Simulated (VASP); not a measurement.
A convergence study with VASP on CsI (CsCl type): one setting is varied, all else stays as given below, so the limit is that of these other settings. Each run relaxes cell and ions from the cell shown.

```xyz
2
Lattice="4.5700 0.0000 0.0000 0.0000 4.5700 0.0000 0.0000 0.0000 4.5700" Properties=species:S:1:pos:R:3 pbc="T T T"
Cs     0.0000     0.0000     0.0000
I      2.2850     2.2850     2.2850
```

These are PBE GGA, VASP's PBE PAW potentials (set 64) (plane waves; VASP) values and carry that method's errors. The tightest run used: 550 eV cut-off, 10×10×10 Γ-centred mesh, Gaussian smearing of 0.050 eV, potentials Cs_sv I.

Unless said otherwise, spin-orbit coupling is left out, though it shifts the bands of the heavy elements here. Gaps are read on the run's mesh, which can miss a band edge.

Problem. The settings run are 2×2×2 mesh; 3×3×3 mesh; 4×4×4 mesh; 5×5×5 mesh; 6×6×6 mesh; 7×7×7 mesh; 8×8×8 mesh; 9×9×9 mesh; 10×10×10 mesh. From which on does the relaxed volume stay within 0.1 Å³/atom of the tightest run?

Solution. From 4×4×4 mesh on: it is off by 0.062 there and by no more than 0.1 in any finer run, while 3×3×3 mesh is off by 0.393.
```json
[
 {"setting": "2×2×2 mesh", "relaxed volume (Å³/atom)": "54.598", "E (eV/atom)": "-2.6369", "gap on the mesh (eV)": "3.421", "irreducible k-points": "4", "difference judged (Å³/atom)": "3.659"},
 {"setting": "3×3×3 mesh", "relaxed volume (Å³/atom)": "51.332", "E (eV/atom)": "-2.7134", "gap on the mesh (eV)": "3.724", "irreducible k-points": "4", "difference judged (Å³/atom)": "0.393"},
 {"setting": "4×4×4 mesh", "relaxed volume (Å³/atom)": "51.001", "E (eV/atom)": "-2.7202", "gap on the mesh (eV)": "3.663", "irreducible k-points": "10", "difference judged (Å³/atom)": "0.062"},
 {"setting": "5×5×5 mesh", "relaxed volume (Å³/atom)": "50.949", "E (eV/atom)": "-2.7211", "gap on the mesh (eV)": "3.707", "irreducible k-points": "10", "difference judged (Å³/atom)": "0.010"},
 {"setting": "6×6×6 mesh", "relaxed volume (Å³/atom)": "50.941", "E (eV/atom)": "-2.7212", "gap on the mesh (eV)": "3.668", "irreducible k-points": "20", "difference judged (Å³/atom)": "0.002"},
 {"setting": "7×7×7 mesh", "relaxed volume (Å³/atom)": "50.939", "E (eV/atom)": "-2.7213", "gap on the mesh (eV)": "3.689", "irreducible k-points": "20", "difference judged (Å³/atom)": "0.000"},
 {"setting": "8×8×8 mesh", "relaxed volume (Å³/atom)": "50.940", "E (eV/atom)": "-2.7213", "gap on the mesh (eV)": "3.668", "irreducible k-points": "35", "difference judged (Å³/atom)": "0.001"},
 {"setting": "9×9×9 mesh", "relaxed volume (Å³/atom)": "50.940", "E (eV/atom)": "-2.7213", "gap on the mesh (eV)": "3.681", "irreducible k-points": "35", "difference judged (Å³/atom)": "0.000"},
 {"setting": "10×10×10 mesh", "relaxed volume (Å³/atom)": "50.939", "E (eV/atom)": "-2.7213", "gap on the mesh (eV)": "3.668", "irreducible k-points": "56", "difference judged (Å³/atom)": "0.000"}
]
```

Left out are rungs that failed or repeat a setting and relaxations that didn't move; long series are thinned to 24 rows.

The compound is CsI in the CsCl type structure.
